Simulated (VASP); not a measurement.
Given:

```yaml
crystal:
  lattice:
    - [1.25348, -2.17108, 0.00000]
    - [1.25348, 2.17108, 0.00000]
    - [0.00000, 0.00000, 6.65841]
  atoms:
    - { symbol: B, position: [0.33333, 0.66667, 0.25000] }
    - { symbol: B, position: [0.66667, 0.33333, 0.75000] }
    - { symbol: N, position: [0.66667, 0.33333, 0.25000] }
    - { symbol: N, position: [0.33333, 0.66667, 0.75000] }
```

Method: PBE GGA with D3 dispersion (Becke-Johnson damping), VASP's PBE PAW potentials (set 64) (plane waves; VASP). Settings: 520 eV cut-off, Gaussian smearing of 0.050 eV, potentials B N.

Problem. Give the energies of bands 3 to 11 at the high-symmetry points, in eV from the valence-band maximum.

Solution. 
```csv
band,Γ,M,K,A,L,H
3,-6.22,-8.92,-7.98,-5.29,-8.89,-7.90
4,-4.12,-8.86,-7.82,-5.29,-8.89,-7.90
5,-1.37,-4.17,-7.17,-1.35,-4.14,-7.18
6,-1.37,-4.11,-7.17,-1.35,-4.14,-7.18
7,-1.33,-1.46,-0.11,-1.35,-0.94,-0.03
8,-1.33,-0.46,-0.11,-1.35,-0.94,-0.03
9,5.21,4.24,4.81,7.56,4.70,4.60
10,10.24,5.59,4.81,7.56,4.70,4.60
11,11.49,9.47,10.75,11.55,9.85,11.97
```

The gap is indirect, 4.24 eV, from the valence maximum at K-Γ at 0.11 to the conduction minimum at M.

The compound is BN in the hex structure. It was relaxed first.
